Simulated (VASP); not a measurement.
# CdSe (Cadmoselite): what each functional gives, and what it costs, part 4 of 7

Wanted: bands and gap of CdSe (Cadmoselite) from one functional after another. The start is a cell from a database of measured crystal structures.

VASP 6.6.1, plane waves and PAW; the level of theory is named at each step.

Still holding for the runs below: Spin-orbit coupling is off here; it would split degenerate levels, and it lifts a valence top of Se p states by about 0.1 eV.

So far, least gap on mesh and path (eV): step 2 (bands, level LDA, k 4×4×2) 0.413; step 4 (bands, level r2SCAN, k 4×4×2) 1.16; step 5 (bands, level TB-mBJ, k 4×4×2) 2.04; step 6 (bands, level AM05, k 4×4×2) 0.646; step 7 (bands, level LAK, k 4×4×2) 1.52.

## (8) Starting orbitals for the hybrid with PBE, k 4×4×2

This step: PBE; plane waves and PAW (Cd, Se) (VASP 6.6.1).

A hybrid converges badly from random orbitals, so a cheap semilocal run writes a WAVECAR on the same mesh first.

Contents of INCAR:

```
SYSTEM = CdSe
PREC = Accurate
ENCUT = 400
EDIFF = 1E-05
NELM = 100
ISMEAR = 0
SIGMA = 0.02
LREAL = .FALSE.
ALGO = Normal
GGA = PE
NBANDS = 24
LORBIT = 11
LWAVE = .TRUE.
LCHARG = .FALSE.
KPAR = 4
NCORE = 2
```

Contents of POSCAR:

```
CdSe
1.0
    4.2990000000      0.0000000000      0.0000000000
   -2.1495000000      3.7230432109      0.0000000000
    0.0000000000      0.0000000000      7.0100000000
Cd Se
2 2
Direct
    0.3333333333      0.6666666667      0.0000000000
    0.6666666667      0.3333333333      0.5000000000
    0.3333333333      0.6666666667      0.3767900000
    0.6666666667      0.3333333333      0.8767900000
```

Contents of KPOINTS:

```
Automatic mesh
0
Gamma
4 4 2
0 0 0
```

The projector-augmented-wave data sets are Cd and Se (PBE family, release 64).

On the command line:

```sh
$ mpirun -np 8 vasp_std
```

Numbers of over 12 decimals in the logs are rounded to 6 here.

Log:

```text
[... set-up lines as in an earlier step ...]
 entering main loop
       N       E                     dE             d eps       ncg     rms          rms(c)
DAV:   1     0.207160635254E+03    0.20716E+03   -0.15337E+04   384   0.111E+03
DAV:   2    -0.208228514404E+01   -0.20924E+03   -0.20476E+03   472   0.298E+02
DAV:   3    -0.115731478646E+02   -0.94909E+01   -0.94708E+01   448   0.659E+01
DAV:   4    -0.116319333327E+02   -0.58785E-01   -0.58774E-01   456   0.501E+00
DAV:   5    -0.116323684430E+02   -0.43511E-03   -0.43510E-03   464   0.389E-01    0.895E+00
DAV:   6    -0.108984723806E+02    0.73390E+00   -0.14347E+00   472   0.118E+01    0.702E+00
DAV:   7    -0.108623188230E+02    0.36154E-01   -0.59959E-01   440   0.409E+00    0.259E+00
DAV:   8    -0.108603178151E+02    0.20010E-02   -0.66060E-02   408   0.269E+00    0.398E-01
DAV:   9    -0.108604116972E+02   -0.93882E-04   -0.85157E-03   456   0.111E+00    0.129E-01
DAV:  10    -0.108605709673E+02   -0.15927E-03   -0.99705E-04   440   0.357E-01    0.778E-02
DAV:  11    -0.108606615291E+02   -0.90562E-04   -0.19770E-04   432   0.852E-02    0.200E-02
DAV:  12    -0.108606603483E+02    0.11808E-05   -0.48061E-05   496   0.759E-02
   1 F= -.10860660E+02 E0= -.10860660E+02  d E =-.114792E-16
 writing wavefunctions
```

The job ended after 3.4 s (8 MPI ranks of AMD EPYC 7R43, shared host; peak memory 1.1 GiB; 22 s of CPU time).

From OUTCAR (step 8):

```text
   k-points           NKPTS =      8   k-points in BZ     NKDIM =      8   number of bands    NBANDS=     24

   NELECT =      36.0000    total number of electrons

 E-fermi :   1.0950

 k-point     1 :       0.0000    0.0000    0.0000
  band No.  band energies     occupation
    ...
     14       0.2159      2.00000
     15       0.2159      2.00000
     16       0.9395      2.00000
     17       0.9823      2.00000
     18       0.9823      2.00000
     19       1.6483      0.00000
     20       3.1630      0.00000
     21       6.8271      0.00000
     22       6.8271      0.00000
     23       7.1178      0.00000
    ...

  Total        2.2785620      2.2785620      1.9457573      0.0000000      0.0000000     -0.0000000
  in kB       32.5377782     32.5377782     27.7853396      0.0000000      0.0000000     -0.0000000
  external PRESSURE =      30.9536320 kB  Pullay stress =       0.0000000 kB

 POSITION                                       TOTAL-FORCE (eV/Angst)
 -----------------------------------------------------------------------------------
     -0.00000      2.48203      0.00000         0.000000      0.000000      0.051826
      2.14950      1.24101      3.50500         0.000000      0.000000      0.051826
     -0.00000      2.48203      2.64130        -0.000000      0.000000     -0.051826
      2.14950      1.24101      6.14630         0.000000     -0.000000     -0.051826
 -----------------------------------------------------------------------------------
    total drift:                               -0.000000      0.000000     -0.000281

  FREE ENERGIE OF THE ION-ELECTRON SYSTEM (eV)
  ---------------------------------------------------
  free  energy   TOTEN  =       -10.8606603483 eV

  energy  without entropy=      -10.8606603483  energy(sigma->0) =      -10.86066035

[... 8 parts as in an earlier step ...]

[... 8 further parts left out ...]
```

The gap is read on the k-mesh alone, so it is an upper bound where the band edges lie off the mesh. At this level the cell is under a pressure of 3.1 GPa, so at these settings it is away from equilibrium.

A gap read on the k-mesh alone can miss the band edges.

This step gave:

```yaml
scf_cycles: 12
bands: 24
free_energy_toten: -10.86 eV
fermi_energy: 1.095 eV
pressure: 3.095 GPa
gap_on_the_k_mesh: 0.6660 eV
least_direct_gap_on_the_k_mesh: 0.6660 eV
```

Force by atom:

```csv
atom,x (eV/Å),y (eV/Å),z (eV/Å),size
Cd1,0.0000,0.0000,0.0518,0.0518
Cd2,0.0000,0.0000,0.0518,0.0518
Se3,0.0000,0.0000,-0.0518,0.0518
Se4,0.0000,0.0000,-0.0518,0.0518
```

## (9) Bands with HSE06, k 4×4×2

This step: HSE06; plane waves and PAW (Cd, Se) (VASP 6.6.1).

HSE06 mixes in a quarter of exact exchange at short range, at far higher cost; in semiconductors this cures much of the gap error, while metals seldom gain.

Contents of INCAR:

```
SYSTEM = CdSe
PREC = Accurate
ENCUT = 400
EDIFF = 1E-06
NELM = 100
ISMEAR = 0
SIGMA = 0.02
LREAL = .FALSE.
ALGO = Normal
LHFCALC = .TRUE.
AEXX = 0.25
GGA = PE
HFSCREEN = 0.2
LASPH = .TRUE.
NBANDS = 24
PRECFOCK = Fast
LORBIT = 11
LWAVE = .FALSE.
LCHARG = .FALSE.
KPAR = 4
```

POSCAR is that of step 8.

KPOINTS is that of step 8.

Contents of KPOINTS_OPT:

```
Line mode
6
Line-mode
Reciprocal
  0.00000000   0.00000000   0.00000000 GAMMA
  0.50000000   0.00000000   0.00000000 M

  0.50000000   0.00000000   0.00000000 M
  0.33333333   0.33333333   0.00000000 K

  0.33333333   0.33333333   0.00000000 K
  0.00000000   0.00000000   0.00000000 GAMMA

  0.00000000   0.00000000   0.00000000 GAMMA
  0.00000000   0.00000000   0.50000000 A

  0.00000000   0.00000000   0.50000000 A
  0.50000000   0.00000000   0.50000000 L

  0.50000000   0.00000000   0.50000000 L
  0.33333333   0.33333333   0.50000000 H

  0.33333333   0.33333333   0.50000000 H
  0.00000000   0.00000000   0.50000000 A

  0.50000000   0.00000000   0.50000000 L
  0.50000000   0.00000000   0.00000000 M

  0.33333333   0.33333333   0.00000000 K
  0.33333333   0.33333333   0.50000000 H
```

The WAVECAR or CHGCAR of an earlier step is read.

On the command line:

```sh
$ mpirun -np 8 vasp_std
```

Log:

```text
[banner, memory and clock lines left out]
running    8 mpi-ranks, on    1 nodes
[...]
|                                                                             |
|           W    W    AA    RRRRR   N    N  II  N    N   GGGG   !!!           |
|           W    W   A  A   R    R  NN   N  II  NN   N  G    G  !!!           |
|           W    W  A    A  R    R  N N  N  II  N N  N  G       !!!           |
|           W WW W  AAAAAA  RRRRR   N  N N  II  N  N N  G  GGG   !            |
|           WW  WW  A    A  R   R   N   NN  II  N   NN  G    G                |
|           W    W  A    A  R    R  N    N  II  N    N   GGGG   !!!           |
|                                                                             |
|     For optimal performance we recommend to set                             |
|       NCORE = 2 up to number-of-cores-per-socket                            |
|     NCORE specifies how many cores store one orbital (NPAR=cpu/NCORE).      |
|     This setting can greatly improve the performance of VASP for DFT.       |
[...]
DAV:   9    -0.136655601610E+02    0.19088E-05   -0.12049E-06   360   0.753E-03    0.408E-02
DAV:  10    -0.136655597001E+02    0.46097E-06   -0.46144E-07   264   0.475E-03
   1 F= -.13665560E+02 E0= -.13665560E+02  d E =-.530727E-14
 Start KPOINTS_OPT (optional k-point list driver)
k-point batch [1-8\54]
       N       E                     dE             ncg
DAV:   1     0.307396857310E+03   -0.42693E+04      384
DAV:   2    -0.178704701673E+04   -0.20944E+04      424
DAV:   3    -0.192917412749E+04   -0.14213E+03      440
DAV:   4    -0.193274101644E+04   -0.35669E+01      456
DAV:   5    -0.193277321690E+04   -0.32200E-01      464
DAV:   6    -0.193277353102E+04   -0.31412E-03      448
DAV:   7    -0.193277353568E+04   -0.46589E-05      392
DAV:   8    -0.193277353579E+04   -0.10757E-06      312
[...]
k-point batch [49-54\54]
       N       E                     dE             ncg
DAV:   1     0.196065047841E+04   -0.58614E+04      288
DAV:   2     0.428421950727E+03   -0.15322E+04      312
DAV:   3     0.336046082043E+03   -0.92376E+02      352
DAV:   4     0.334433223490E+03   -0.16129E+01      352
DAV:   5     0.334421646365E+03   -0.11577E-01      336
DAV:   6     0.334421560326E+03   -0.86039E-04      328
DAV:   7     0.334421559571E+03   -0.75487E-06      240
```

Elapsed: 4.1 min, on 8 MPI ranks; peak memory 2 GiB.

From OUTCAR (step 9):

```text
 POSITION                                       TOTAL-FORCE (eV/Angst)
 -----------------------------------------------------------------------------------
     -0.00000      2.48203      0.00000        -0.000000      0.000000      0.045130
      2.14950      1.24101      3.50500         0.000000     -0.000000      0.045130
     -0.00000      2.48203      2.64130         0.000000     -0.000000     -0.045130
      2.14950      1.24101      6.14630        -0.000000      0.000000     -0.045130
 -----------------------------------------------------------------------------------
    total drift:                                0.000022      0.000007     -0.000224

  FREE ENERGIE OF THE ION-ELECTRON SYSTEM (eV)
  ---------------------------------------------------
  free  energy   TOTEN  =       -13.6655597001 eV

  energy  without entropy=      -13.6655597001  energy(sigma->0) =      -13.66555970

[... 1 part as in an earlier step ...]

[... 2 further parts left out ...]
[key lines of the parts left out:]
E-fermi :   0.4616
```

The k-mesh is coarse for exact exchange; levels may shift by about 0.1 eV on a finer one.

Electronic bands along the path, in eV, zero at the valence-band top; v1 is the highest filled band, c1 the lowest empty one:

```csv
point,v4,v3,v2,v1,c1,c2,c3,c4
Γ,-0.82,-0.04,0.00,0.00,1.66,3.20,6.92,6.92
0.40 of the way,-1.72,-1.28,-0.36,-0.29,3.21,4.38,6.20,7.16
M,-2.84,-2.00,-1.41,-0.82,4.27,4.28,5.68,7.36
0.60 of the way,-2.96,-2.35,-1.63,-1.51,5.20,5.41,5.63,7.31
K,-3.28,-2.01,-2.01,-1.82,5.08,6.00,6.00,8.00
0.60 of the way,-2.14,-1.44,-0.49,-0.45,3.56,4.80,6.08,6.78
Γ,-0.82,-0.04,0.00,0.00,1.66,3.20,6.92,6.92
0.60 of the way,-0.66,-0.66,-0.18,-0.18,2.87,3.34,6.70,7.05
A,-0.43,-0.43,-0.43,-0.43,3.38,3.38,6.92,6.94
0.40 of the way,-1.32,-1.32,-0.82,-0.82,4.38,4.38,6.02,6.02
L,-1.45,-1.45,-1.44,-1.44,3.90,3.90,5.85,5.85
0.40 of the way,-1.97,-1.97,-1.28,-1.28,4.31,4.31,6.15,6.15
H,-2.63,-2.63,-1.19,-1.19,4.82,4.82,6.76,6.76
0.40 of the way,-1.74,-1.74,-1.35,-1.35,4.79,4.79,6.25,6.25
A,-0.43,-0.43,-0.43,-0.43,3.38,3.38,6.92,6.96
jump to L,-1.45,-1.45,-1.44,-1.44,3.90,3.90,5.85,5.85
0.60 of the way,-2.48,-1.90,-1.25,-0.95,3.87,4.32,6.12,6.54
M,-2.84,-2.00,-1.41,-0.82,4.27,4.28,5.68,7.36
jump to K,-3.28,-2.01,-2.01,-1.82,5.08,6.00,6.00,8.01
0.60 of the way,-3.02,-2.18,-1.47,-1.47,5.23,5.23,5.78,7.52
H,-2.63,-2.63,-1.19,-1.19,4.82,4.82,6.76,6.76
```

The largest weight of each band there:

```csv
point,v4,v3,v2,v1,c1,c2,c3,c4
Γ,Se 0.81,Se 0.83,Se 0.83,Se 0.83,Cd 0.56,Cd 0.68,Cd 0.75,Cd 0.75
M,Se 0.75,Se 0.81,Se 0.78,Se 0.81,Cd 0.54,Cd 0.70,Se 0.58,Se 0.61
K,Se 0.79,Se 0.77,Se 0.77,Se 0.77,Cd 0.63,Se 0.55,Se 0.55,Se 0.79
Γ,Se 0.81,Se 0.83,Se 0.83,Se 0.83,Cd 0.56,Cd 0.68,Cd 0.75,Cd 0.75
A,Se 0.81,Se 0.81,Se 0.81,Se 0.81,Cd 0.54,Cd 0.54,Se 0.58,Se 0.57
L,Se 0.80,Se 0.80,Se 0.79,Se 0.79,Cd 0.64,Cd 0.64,Cd 0.64,Cd 0.64
```

The electronic bands as a text plot (rows in eV, shown from -8.0 to 5.8 only):

```
    5.6 |      ++++++ ++++                +              +  + ++
    5.0 |         ++++    ++                  ++++++         + ++
    4.4 |  +++++++      ++           +++    ++      ++   ++++
    3.8 | +  ++           ++++      +   ++++          ++ +++
    3.2 |+ ++                 ++++++                    +
    2.7 |                   ++   +
    2.1 | +                    ++
    1.5 |+                    +
    0.9 |
    0.4 |
   -0.2 |****             **********                    *
   -0.8 |**  *****      **  ******  ***             ****   **
   -1.4 | **********  **  ****   *   *****************   ****  **
   -1.9 |  **  ***  **  ****               **     **     *******
   -2.5 |    **   **  ******      **         *****      *  *    *
   -3.1 |    *************          ***             ****    *****
   -3.7 |      ****** **         *     *          **        *
   -4.3 |  *****************    *       **********       ********
   -4.8 |**                 ****                         ***
   -5.4 |
   -6.0 |
   -6.6 |
   -7.1 |
   -7.7 |
         Γ      M    K        Γ   A       L    H       A|L M|K  H
```

The gap is 1.66 eV, direct at Γ. Against LDA that is +1.24 eV; this run took 9.5 times the core time, on fewer points of the path.

## (10) Bands with r2SCAN0, k 4×4×2

This step: r2SCAN0; plane waves and PAW (Cd, Se) (VASP 6.6.1).

r2SCAN0 replaces a quarter of the r2SCAN exchange by unscreened exact exchange.

Edit INCAR of step 9 so:

```diff
@@ -11,4 +11,3 @@
 AEXX = 0.25
-GGA = PE
-HFSCREEN = 0.2
+METAGGA = R2SCAN
 LASPH = .TRUE.
@@ -16,2 +15,3 @@
 PRECFOCK = Fast
+HFRCUT = -1
 LORBIT = 11
```

POSCAR is that of step 9.

KPOINTS is that of step 9.

KPOINTS_OPT is that of step 9.

On the command line:

```sh
$ mpirun -np 8 vasp_std
```

Log:

```text
[banner, memory and clock lines left out]
running    8 mpi-ranks, on    1 nodes
[...]
[... a notice as in an earlier step ...]

 [... a notice as in an earlier step ...]

 LDA part: xc-table for (None), standard interpolation
 found WAVECAR, reading the header
 POSCAR, INCAR and KPOINTS ok, starting setup
[...]
HFRCUT set to (new)   9.499082
 reading WAVECAR
 the WAVECAR file was read successfully
 initial charge from wavefunction
 entering main loop
       N       E                     dE             d eps       ncg     rms          rms(c)
DAV:   1    -0.607889568981E+02   -0.60789E+02   -0.17018E+00   384   0.107E+01    0.389E+00
DAV:   2    -0.608168453767E+02   -0.27888E-01   -0.13472E-01   432   0.357E+00    0.231E+00
DAV:   3    -0.608142449785E+02    0.26004E-02   -0.13332E-02   432   0.116E+00    0.138E+00
DAV:   4    -0.608135323053E+02    0.71267E-03   -0.25853E-03   456   0.428E-01    0.813E-01
DAV:   5    -0.608134713789E+02    0.60926E-04   -0.74065E-04   440   0.186E-01    0.480E-01
DAV:   6    -0.608134896095E+02   -0.18231E-04   -0.14234E-04   448   0.835E-02    0.282E-01
DAV:   7    -0.608134928763E+02   -0.32669E-05   -0.21682E-05   440   0.392E-02    0.164E-01
DAV:   8    -0.608134919988E+02    0.87759E-06   -0.71070E-06   432   0.234E-02
   1 F= -.60813492E+02 E0= -.60813492E+02  d E =-.689150E-17
 Start KPOINTS_OPT (optional k-point list driver)
k-point batch [1-8\54]
       N       E                     dE             ncg
DAV:   1     0.212812544901E+03   -0.43638E+04      384
DAV:   2    -0.198804195797E+04   -0.22009E+04      416
DAV:   3    -0.213437187049E+04   -0.14633E+03      448
DAV:   4    -0.213756345665E+04   -0.31916E+01      448
DAV:   5    -0.213758879761E+04   -0.25341E-01      456
DAV:   6    -0.213758902937E+04   -0.23176E-03      448
DAV:   7    -0.213758903247E+04   -0.31007E-05      384
DAV:   8    -0.213758903254E+04   -0.78212E-07      312
[...]
k-point batch [49-54\54]
       N       E                     dE             ncg
DAV:   1     0.187948727841E+04   -0.59425E+04      288
DAV:   2     0.274905576916E+03   -0.16046E+04      312
DAV:   3     0.181522554269E+03   -0.93383E+02      352
DAV:   4     0.180040753948E+03   -0.14818E+01      352
DAV:   5     0.180030529088E+03   -0.10225E-01      336
DAV:   6     0.180030450971E+03   -0.78117E-04      328
DAV:   7     0.180030450152E+03   -0.81917E-06      248
```

Elapsed: 4.1 min, on 8 MPI ranks; peak memory 1.2 GiB; 33 min of CPU time.

Parts of OUTCAR (step 10):

```text
 POSITION                                       TOTAL-FORCE (eV/Angst)
 -----------------------------------------------------------------------------------
     -0.00000      2.48203      0.00000         0.000000      0.000000      0.042942
      2.14950      1.24101      3.50500         0.000000     -0.000000      0.042942
     -0.00000      2.48203      2.64130        -0.000000     -0.000000     -0.042942
      2.14950      1.24101      6.14630        -0.000000     -0.000000     -0.042942
 -----------------------------------------------------------------------------------
    total drift:                                0.000091      0.000030     -0.004431

  FREE ENERGIE OF THE ION-ELECTRON SYSTEM (eV)
  ---------------------------------------------------
  free  energy   TOTEN  =       -60.8134919988 eV

  energy  without entropy=      -60.8134919988  energy(sigma->0) =      -60.81349200

[... 2 parts as in an earlier step ...]

[... 1 further part left out ...]
[key lines of the parts left out:]
E-fermi :  -0.0638
```

The k-mesh is coarse for unscreened exact exchange, which converges slowly with it.

Electronic bands along the path, in eV, zero at the valence-band top; v1 is the highest filled band, c1 the lowest empty one:

```csv
point,v4,v3,v2,v1,c1,c2,c3,c4
Γ,-0.84,-0.06,0.00,0.00,2.58,4.16,7.95,7.95
0.40 of the way,-1.71,-1.31,-0.38,-0.29,4.15,5.34,7.15,8.16
M,-2.90,-2.05,-1.45,-0.85,5.18,5.24,6.54,8.37
0.60 of the way,-3.04,-2.40,-1.68,-1.55,6.07,6.36,6.58,8.28
K,-3.39,-2.06,-2.06,-1.89,5.89,7.03,7.03,8.86
0.60 of the way,-2.16,-1.45,-0.49,-0.48,4.50,5.77,7.01,7.70
Γ,-0.84,-0.06,0.00,0.00,2.58,4.16,7.95,7.95
0.60 of the way,-0.68,-0.68,-0.19,-0.19,3.77,4.31,7.68,8.07
A,-0.45,-0.45,-0.45,-0.45,4.34,4.34,7.89,7.91
0.40 of the way,-1.35,-1.35,-0.84,-0.84,5.34,5.34,6.97,6.97
L,-1.49,-1.49,-1.48,-1.48,4.81,4.81,6.81,6.81
0.40 of the way,-2.02,-2.02,-1.31,-1.31,5.24,5.24,7.11,7.11
H,-2.71,-2.71,-1.23,-1.23,5.81,5.81,7.61,7.61
0.40 of the way,-1.77,-1.77,-1.39,-1.39,5.74,5.74,7.21,7.21
A,-0.45,-0.45,-0.45,-0.45,4.34,4.34,7.90,7.92
jump to L,-1.49,-1.49,-1.48,-1.48,4.81,4.81,6.81,6.81
0.60 of the way,-2.54,-1.95,-1.26,-0.98,4.78,5.23,7.05,7.51
M,-2.90,-2.05,-1.45,-0.85,5.18,5.24,6.54,8.37
jump to K,-3.39,-2.06,-2.06,-1.89,5.89,7.03,7.03,8.86
0.60 of the way,-3.12,-2.25,-1.49,-1.49,6.21,6.21,6.61,8.49
H,-2.71,-2.71,-1.23,-1.23,5.81,5.81,7.61,7.61
```

The largest weight of each band there:

```csv
point,v4,v3,v2,v1,c1,c2,c3,c4
Γ,Se 0.81,Se 0.83,Se 0.83,Se 0.83,Cd 0.56,Cd 0.68,Cd 0.75,Cd 0.75
M,Se 0.76,Se 0.81,Se 0.78,Se 0.81,Cd 0.71,Cd 0.55,Se 0.57,Se 0.61
K,Se 0.79,Se 0.78,Se 0.78,Se 0.77,Cd 0.64,Se 0.54,Se 0.54,Se 0.79
Γ,Se 0.81,Se 0.83,Se 0.83,Se 0.83,Cd 0.56,Cd 0.68,Cd 0.75,Cd 0.75
A,Se 0.81,Se 0.81,Se 0.81,Se 0.81,Cd 0.54,Cd 0.54,Se 0.58,Se 0.57
L,Se 0.80,Se 0.80,Se 0.80,Se 0.80,Cd 0.65,Cd 0.65,Cd 0.65,Cd 0.65
```

The electronic bands as a text plot (rows in eV, shown from -8.0 to 6.8 only):

```
    6.5 |      ++++++ ++++                +              +  + ++
    5.9 |         ++++++  ++                  ++++++++       +  +
    5.3 |  +++++++      ++           +++    ++           ++++
    4.6 | +  ++           ++++    +++   ++++          ++++++
    4.0 |+ ++                 ++++
    3.4 | +                 ++  +
    2.8 |+                    ++
    2.2 |
    1.6 |
    0.9 |
    0.3 |
   -0.3 |******           ***********                   *
   -0.9 |**  *****      **  ******  ****            ****  ***
   -1.5 | *********** **  ****   *   *****************   * ** ***
   -2.1 |  **  *******  ****                **  **        ******
   -2.8 |    *******  ****        ***         **      ***  **   *
   -3.4 |    ***    **  **           **             **       ***
   -4.0 |       **********       *     *          **       ****
   -4.6 |***********      *******       **********       ****  **
   -5.2 |
   -5.8 |
   -6.5 |
   -7.1 |
   -7.7 |
         Γ      M    K        Γ   A       L    H       A|L M|K  H
```

The gap is 2.58 eV, direct at Γ. Against LDA that is +2.17 eV; this run took 9.5 times the core time, on fewer points of the path.

(Part 4 of 7 ends here.)

[Lines on the potential files, build, host, timing and source positions are cut from VASP's logs without a mark.]

[Logs are printed without paths, hosts, clocks, repeated set-up lines and the standing remarks that a program may print on its own settings, such as how far it seeks lower states.]

[Hosts, paths, dates, database ids (printed as entryN), source tags and the programs' standing remarks are cut or masked in the printed files.]

[Measured values are set beside computed ones only where the two were judged alike; some that the calculation misses by far are left out.]
